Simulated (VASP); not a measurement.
Output of a VASP run:

File OUTCAR:
```
 ion  position               nearest neighbor table
   1  0.000  0.000  0.000-
  LATTYP: Found a body centered cubic cell.
 ALAT       =     3.1616781440
 Subroutine PRICEL returns:
 Original cell was already a primitive cell.
 Subroutine GETGRP returns: Found 48 space group operations
The static configuration has the point symmetry O_h .
The dynamic configuration has the point symmetry O_h .
 Subroutine INISYM returns: Found 48 space group operations
 Subroutine IBZKPT returns following result:
 Found    145 irreducible k-points:

 Following reciprocal coordinates:
            Coordinates               Weight
  0.000000  0.000000  0.000000      1.000000
  0.062500  0.000000  0.000000     12.000000
  0.125000  0.000000  0.000000     12.000000
  0.187500  0.000000  0.000000     12.000000
  0.250000  0.000000  0.000000     12.000000
  0.312500  0.000000  0.000000     12.000000
  0.375000  0.000000  0.000000     12.000000
  0.437500  0.000000  0.000000     12.000000
  0.500000  0.000000  0.000000      6.000000
  0.062500  0.062500  0.000000     24.000000
  0.125000  0.062500  0.000000     48.000000
  0.187500  0.062500  0.000000     48.000000
  0.250000  0.062500  0.000000     48.000000
  0.312500  0.062500  0.000000     48.000000
  0.375000  0.062500 -0.000000     48.000000
  0.437500  0.062500  0.000000     48.000000
  0.125000  0.125000  0.000000     24.000000
  0.187500  0.125000  0.000000     48.000000
  0.250000  0.125000  0.000000     48.000000
  0.312500  0.125000 -0.000000     48.000000
  0.375000  0.125000  0.000000     48.000000
  0.437500  0.125000  0.000000     24.000000
  0.187500  0.187500  0.000000     24.000000
  0.250000  0.187500 -0.000000     48.000000
  0.312500  0.187500  0.000000     48.000000
  0.375000  0.187500  0.000000     48.000000
  0.250000  0.250000  0.000000     24.000000
  0.312500  0.250000  0.000000     48.000000
  0.375000  0.250000  0.000000     24.000000
  0.312500  0.312500  0.000000     24.000000
  0.062500  0.062500  0.062500      8.000000
  0.125000  0.062500  0.062500     24.000000
  0.187500  0.062500  0.062500     24.000000
  0.250000  0.062500  0.062500     24.000000
  0.312500  0.062500  0.062500     24.000000
  0.375000  0.062500  0.062500     24.000000
  0.437500  0.062500  0.062500     12.000000
 -0.062500  0.062500  0.062500      6.000000
  0.125000  0.125000  0.062500     24.000000
  0.187500  0.125000  0.062500     48.000000
   k-points           NKPTS =    145   k-points in BZ     NKDIM =    145   number of bands    NBANDS=     11
   number of dos      NEDOS =    301   number of ions     NIONS =      1
   total plane-waves  NPLWV =   8000
   dimension x,y,z NGX =    20 NGY =   20 NGZ =   20
   dimension x,y,z NGXF=    40 NGYF=   40 NGZF=   40
   ions per type =               1
   PREC   = accura    normal or accurate (medium, high low for compatibility)
   ISTART =      0    job   : 0-new  1-cont  2-samecut
   ICHARG =      2    charge: 1-file 2-atom 10-const
   ISPIN  =      1    spin polarized calculation?
   LNONCOLLINEAR =      F non collinear calculations
   LSORBIT =      F    spin-orbit coupling
   INIWAV =      1    electr: 0-lowe 1-rand  2-diag
   ENCUT  =  520.0 eV  38.22 Ry    6.18 a.u.   5.09  5.09  5.09*2*pi/ulx,y,z
   NELM   =    100;   NELMIN=  2; NELMDL= -5     # of ELM steps
   EDIFF  = 0.1E-06   stopping-criterion for ELM
   LREAL  =      F    real-space projection
   NLSPLINE    = F    spline interpolate recip. space projectors
   LMAXMIX     =    6 max onsite mixed and CHGCAR
   VOSKOWN=      0    Vosko Wilk Nusair interpolation
   EDIFFG = 0.1E-05   stopping-criterion for IOM
   NSW    =      0    number of steps for IOM
   NBLOCK =      1;   KBLOCK =      1    inner block; outer block
   IBRION =     -1    ionic relax: 0-MD 1-quasi-New 2-CG
   NFREE  =      0    steps in history (QN), initial steepest desc. (CG)
...
```

### OSZICAR
```
       N       E                     dE             d eps       ncg     rms          rms(c)
DAV:   1     0.789532046121E+02    0.78953E+02   -0.78966E+03  3190   0.145E+03
DAV:   2    -0.946821733451E+01   -0.88421E+02   -0.85238E+02  3414   0.331E+02
DAV:   3    -0.110150573229E+02   -0.15468E+01   -0.15080E+01  3631   0.433E+01
DAV:   4    -0.110235858641E+02   -0.85285E-02   -0.85274E-02  3475   0.345E+00
DAV:   5    -0.110236489160E+02   -0.63052E-04   -0.63052E-04  3573   0.309E-01    0.214E+01
DAV:   6    -0.105213316222E+02    0.50232E+00   -0.57796E-01  3397   0.101E+01    0.856E+00
DAV:   7    -0.103906008545E+02    0.13073E+00   -0.30970E-01  3520   0.689E+00    0.633E-01
DAV:   8    -0.103867508698E+02    0.38500E-02   -0.46086E-03  3262   0.106E+00    0.167E-01
DAV:   9    -0.103864966318E+02    0.25424E-03   -0.26510E-04  3621   0.199E-01    0.426E-02
DAV:  10    -0.103864935866E+02    0.30452E-05   -0.24996E-05  3451   0.719E-02    0.503E-03
DAV:  11    -0.103864936193E+02   -0.32782E-07   -0.27373E-07  3228   0.739E-03
   1 F= -.10386494E+02 E0= -.10386295E+02  d E =-.595270E-03
```

File OUTCAR:
```
------------------------ aborting loop because EDIFF is reached ----------------------------------------
  FORCE on cell =-STRESS in cart. coord.  units (eV):
  Direction    XX          YY          ZZ          XY          YZ          ZX
  --------------------------------------------------------------------------------------
  Total       -0.0632971     -0.0632971     -0.0632971      0.0000000      0.0000000      0.0000000
  in kB       -6.4175781     -6.4175781     -6.4175781      0.0000000      0.0000000      0.0000000
  external PRESSURE =      -6.4175781 kB  Pullay stress =       0.0000000 kB
  volume of cell :       15.80
      direct lattice vectors                 reciprocal lattice vectors
    -1.580839072  1.580839072  1.580839072     0.000000000  0.316287729  0.316287729
     1.580839072 -1.580839072  1.580839072     0.316287729  0.000000000  0.316287729
     1.580839072  1.580839072 -1.580839072     0.316287729  0.316287729  0.000000000
 POSITION                                       TOTAL-FORCE (eV/Angst)
 -----------------------------------------------------------------------------------
      0.00000      0.00000      0.00000         0.000000      0.000000     -0.000000
 -----------------------------------------------------------------------------------
    total drift:                                0.000000     -0.000000      0.000000
  FREE ENERGIE OF THE ION-ELECTRON SYSTEM (eV)
  ---------------------------------------------------
  free  energy   TOTEN  =       -10.3864936193 eV

  energy  without entropy=      -10.3858983494  energy(sigma->0) =      -10.38629520
```
(Selected blocks of OUTCAR.)

File POSCAR:
```
W
1
   -1.5808390720     1.5808390720     1.5808390720
    1.5808390720    -1.5808390720     1.5808390720
    1.5808390720     1.5808390720    -1.5808390720
W
1
Direct
  0.0000000000   0.0000000000   0.0000000000
```

Problem. Reconstruct the remaining input files.

Solution. This is not unique; one that fits is the input of the run itself, vdW-DF-cx, plane waves, VASP's PBE PAW potentials (set 64).

**KPOINTS**
```
Automatic mesh
0
Gamma
16 16 16
0 0 0
```

INCAR:
```
# general
SYSTEM   = W
PREC     = Accurate
ENCUT    = 520
LREAL    = .False.
LASPH    = .True.

# electronic loop
EDIFF    = 1E-7
NELM     = 100
ALGO     = Normal
LMAXMIX  = 6

# smearing
ISMEAR   = 1
SIGMA    = 0.1

# functional
GGA      = CX
LUSE_VDW = .True.
AGGAC    = 0.0

# ions
ISIF     = 2

# output
LWAVE    = .False.
LCHARG   = .False.
```

POTCAR, in this order: W_sv (PBE.64 set). Program: vasp_std.

The compound is W in the bcc structure. It was relaxed first.
